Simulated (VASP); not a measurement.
Here is the system:

```xyz
63
Lattice="10.9371 0.0000 0.0000 0.0000 10.9371 0.0000 0.0000 0.0000 10.9371" Properties=species:S:1:pos:R:3 pbc="T T T"
Si     5.4685     0.0000     0.0000
Si     6.8357     1.3671     1.3671
Si     8.2028     2.7343     0.0000
Si     9.5699     4.1014     1.3671
Si     8.2028     0.0000     2.7343
Si     9.5699     1.3671     4.1014
Si     0.0000     0.0000     0.0000
Si     1.3671     1.3671     1.3671
Si     2.7343     2.7343     0.0000
Si     4.1014     4.1014     1.3671
Si     5.4685     5.4685     0.0000
Si     6.8357     6.8357     1.3671
Si     8.2028     8.2028     0.0000
Si     9.5699     9.5699     1.3671
Si     2.7343     0.0000     2.7343
Si     4.1014     1.3671     4.1014
Si     5.4809     2.7048     2.7716
Si     8.1882     5.4732     2.6897
Si     9.5699     6.8357     4.1014
Si     5.4685     0.0000     5.4685
Si     6.8357     1.3671     6.8357
Si     8.2091     2.7718     5.4208
Si     9.5699     4.1014     6.8357
Si     8.2028     0.0000     8.2028
Si     9.5699     1.3671     9.5699
Si     0.0000     5.4685     0.0000
Si     1.3671     6.8357     1.3671
Si     2.7343     8.2028     0.0000
Si     4.1014     9.5699     1.3671
Si     0.0000     2.7343     2.7343
Si     1.3671     4.1014     4.1014
Si     2.7343     5.4685     2.7343
Si     4.1014     6.8357     4.1014
Si     5.4685     8.2028     2.7343
Si     6.8357     9.5699     4.1014
Si     0.0000     0.0000     5.4685
Si     1.3671     1.3671     6.8357
Si     2.7343     2.7343     5.4685
Si     4.1014     4.1014     6.8357
Si     6.8357     6.8357     6.8357
Si     8.2028     8.2028     5.4685
Si     9.5699     9.5699     6.8357
Si     2.7343     0.0000     8.2028
Si     4.1014     1.3671     9.5699
Si     5.4685     2.7343     8.2028
Si     6.8357     4.1014     9.5699
Si     8.2028     5.4685     8.2028
Si     9.5699     6.8357     9.5699
Si     0.0000     8.2028     2.7343
Si     1.3671     9.5699     4.1014
Si     0.0000     5.4685     5.4685
Si     1.3671     6.8357     6.8357
Si     2.7343     8.2028     5.4685
Si     4.1014     9.5699     6.8357
Si     0.0000     2.7343     8.2028
Si     1.3671     4.1014     9.5699
Si     2.7343     5.4685     8.2028
Si     4.1014     6.8357     9.5699
Si     5.4685     8.2028     8.2028
Si     6.8357     9.5699     9.5699
Si     0.0000     8.2028     8.2028
Si     1.3671     9.5699     9.5699
Bi     5.4460     5.4585     5.4302
```
Cell charge +1.

These are PBE GGA, VASP's PBE PAW potentials (set 64) (plane waves; VASP) values and carry that method's errors. Settings: PREC = Normal, LREAL = Auto, ISYM = 0, NELECT = 252.0, EDIFF = 1E-5, 400 eV cut-off, 1×1×1 Γ-centred mesh, Gaussian smearing of 0.050 eV, potentials Si Bi.

The cell is charged, with a uniform compensating background. The supercell is sampled at Γ alone, which is coarse: total energies, pressure and levels can be off, energies of defects by several tenths of an eV.

Q: The ions are relaxed. Which structure does the run end with?

A: 
```xyz
63
Lattice="10.9371 0.0000 0.0000 0.0000 10.9371 0.0000 0.0000 0.0000 10.9371" Properties=species:S:1:pos:R:3 pbc="T T T"
Si     5.4587     0.0044     0.0021
Si     6.8157     1.3980     1.3950
Si     8.1869     2.7501     0.0230
Si     9.5395     4.1212     1.3957
Si     8.1861     0.0254     2.7478
Si     9.5382     1.3976     4.1195
Si    10.9296     0.0065     0.0036
Si     1.3375     1.3837     1.3821
Si     2.7152     2.7255     0.0037
Si     4.0753     4.1268     1.3650
Si     5.4603     5.4759     0.0004
Si     6.8103     6.8605     1.3668
Si     8.2115     8.2204     0.0045
Si     9.5528     9.5990     1.3824
Si     2.7162     0.0050     2.7231
Si     4.0759     1.3676     4.1245
Si     5.3607     2.7043     2.7023
Si     8.2332     5.5759     2.7030
Si     9.5702     6.8613     4.1258
Si     5.4601     0.0015     5.4751
Si     6.8095     1.3661     6.8605
Si     8.2325     2.7030     5.5754
Si     9.5698     4.1263     6.8596
Si     8.2117     0.0050     8.2201
Si     9.5527     1.3842     9.5969
Si    10.9335     5.4780     0.0026
Si     1.3454     6.8576     1.3645
Si     2.7334     8.2039    10.9304
Si     4.0797     9.5915     1.3644
Si    10.9111     2.7503     2.7487
Si     1.3544     4.1073     4.1060
Si     2.7047     5.4768     2.7221
Si     4.0694     6.8666     4.0143
Si     5.4598     8.2323     2.7226
Si     6.8292     9.5824     4.1062
Si    10.9331     0.0046     5.4753
Si     1.3453     1.3662     6.8546
Si     2.7050     2.7241     5.4751
Si     4.0704     4.0157     6.8655
Si     6.9221     6.8669     6.8651
Si     8.2136     8.2328     5.4758
Si     9.5717     9.5922     6.8554
Si     2.7328    10.9319     8.2017
Si     4.0786     1.3654     9.5899
Si     5.4596     2.7231     8.2312
Si     6.8296     4.1074     9.5808
Si     8.2139     5.4770     8.2312
Si     9.5713     6.8576     9.5906
Si    10.9316     8.2214     2.7238
Si     1.3629     9.5742     4.1143
Si    10.9354     5.4759     5.4745
Si     1.3705     6.8376     6.8373
Si     2.7535     8.1824     5.4693
Si     4.0982     9.5655     6.8368
Si    10.9314     2.7248     8.2193
Si     1.3627     4.1165     9.5721
Si     2.7542     5.4710     8.1809
Si     4.0986     6.8391     9.5645
Si     5.4661     8.1827     8.1814
Si     6.8203     9.5738     9.5731
Si     0.0056     8.2038     8.2024
Si     1.3596     9.5778     9.5762
Bi     6.0149     4.9229     4.9221
```
Cell charge +1.

Q: How much energy does the relaxation gain?

A: The energy (σ→0) changes by -35.9 meV/atom, in 22 ionic steps.

The cell is a supercell with a defect, built from Si (diamond): Bi_Si-vac_Si, charge +1. The run is not spin-polarised, so no state with unpaired spins was tried.
